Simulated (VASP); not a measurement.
VASP input:

KPOINTS:
```
Automatic mesh
0
Gamma
7 7 2
0 0 0
```

INCAR:
```
! general
SYSTEM   =  Pb4S3Se
PREC     =  Accurate
ENCUT    =  400
LREAL    =  .FALSE.
LASPH    =  .TRUE.

! electronic loop
EDIFF    =  1E-7
NELM     =  100
ALGO     =  Normal
LMAXMIX  =  4

! smearing
ISMEAR   =  -5

! functional
GGA      =  PS

! ions
ISIF     =  2

! output
LWAVE    =  .FALSE.
LCHARG   =  .TRUE.
LORBIT   =  11
NEDOS    =  601
```

### POSCAR
```
Pb4S3Se
1
    0.0000000000     2.9754890833     2.9754890833
    2.9754890833    -0.0000000000     2.9754890833
   11.9044012353    11.9044012353    -0.0024449022
Pb Se S
4 1 3
Direct
  0.0092052482   0.0092052482   0.9930960639
  0.9907947518   0.9907947518   0.2569039361
  0.9969484079   0.9969484079   0.5022886940
  0.0030515921   0.0030515921   0.7477113060
  0.5000000000   0.5000000000   0.1250000000
  0.4943703152   0.4943703152   0.3792222637
  0.5000000000   0.5000000000   0.6250000000
  0.5056296848   0.5056296848   0.8707777363
```

POTCAR, in this order: Pb_d Se S (PBE.64 set). Program: vasp_std.

**Question.** Write an equivalent input for Ansatz.

**Answer.** One equivalent input (not run):
Ansatz 0.2 input:
```yaml
crystal:
  lattice:
    - [0.0000000, 2.9754891, 2.9754891]
    - [2.9754891, 0.0000000, 2.9754891]
    - [11.9044012, 11.9044012, -0.0024449]
  atoms:
    - { symbol: Pb, position: [0.0092052, 0.0092052, 0.9930961] }
    - { symbol: Pb, position: [0.9907948, 0.9907948, 0.2569039] }
    - { symbol: Pb, position: [0.9969484, 0.9969484, 0.5022887] }
    - { symbol: Pb, position: [0.0030516, 0.0030516, 0.7477113] }
    - { symbol: Se, position: [0.5000000, 0.5000000, 0.1250000] }
    - { symbol: S, position: [0.4943703, 0.4943703, 0.3792223] }
    - { symbol: S, position: [0.5000000, 0.5000000, 0.6250000] }
    - { symbol: S, position: [0.5056297, 0.5056297, 0.8707777] }
kpoints:
  mp_grid: { grid: [7, 7, 2] }
hamiltonian:
  xc: pbesol
  pseudopotentials: { kind: paw }
scf:
  occupations: { method: tetrahedron }
  max_iter: 100
output: { forces: true, stress: true, eigenvalues: true }
```
The two are equivalent in intent, not identical: each code has its own PAW files, so the cut-off isn't converted (ENCUT is set for VASP's; basis.ecutwfc is left out, and Ansatz then takes the one that its files recommend); Ansatz stops its SCF on the density residual and VASP on the energy change (EDIFF).

The structure was generated: Pb4S3Se was put into an ordered model structure (R-3m), which need not be its known phase. It was relaxed first.
